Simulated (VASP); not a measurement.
A run of VASP 6.6.1 is set up as follows.

The input INCAR:

```
ALGO = Fast
EDIFF = 1E-7
ENCUT = 520
GGA = CA
ISIF = 2
ISMEAR = 0
LASPH = True
LCHARG = False
LREAL = False
LWAVE = False
NBANDS = 11
NELM = 100
PREC = Accurate
SIGMA = 0.02
```

File KPOINTS:

```
k-points
0
Gamma
  12 12 12
```

Contents of POSCAR:

```
Si
1.0
    0.0000000000      2.7009735863      2.7009735863
    2.7009735863      0.0000000000      2.7009735863
    2.7009735863      2.7009735863      0.0000000000
Si
2
Direct
    0.5000000000      0.5000000000      0.5000000000
    0.7500000000      0.7500000000      0.7500000000
```

Potentials or basis: VASP PAW LDA potentials, release 64 (Si).

Launch:

```bash
$ cat potpaw_LDA.64/Si/POTCAR > POTCAR
$ mpirun -np 1 vasp_std > vasp.out
```

(1) Estimate the pressure.

(2) Estimate the band gap on the k mesh.

Answers

(1) 0.0 GPa.

(2) 0.44 eV, indirect (least direct gap 2.53 eV).
